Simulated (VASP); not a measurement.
Data:

```yaml
crystal:
  lattice:
    - [1.51571, -2.62528, 0.00000]
    - [1.51571, 2.62528, 0.00000]
    - [0.00000, 0.00000, 5.59688]
  atoms:
    - { symbol: Cd, position: [0.33333, 0.66667, 0.25000] }
    - { symbol: Cd, position: [0.66667, 0.33333, 0.75000] }
```

All values below come from MS2 meta-GGA, VASP's PBE PAW potentials (set 64) (plane waves; VASP). Settings: 520 eV cut-off, 14×14×7 Γ-centred mesh, first-order Methfessel-Paxton smearing of 0.10 eV, potentials Cd.

Q: Give the stress tensor in GPa (positive for a compressed cell).

A: 
```
-3.12   0.00   0.00
 0.00  -3.12   0.00
 0.00   0.00  -3.05
```
The pressure is its mean diagonal, -3.10 GPa.

The compound is Cd in the hcp structure. This cell is one point of a volume scan, at 1.06 of the reference volume.
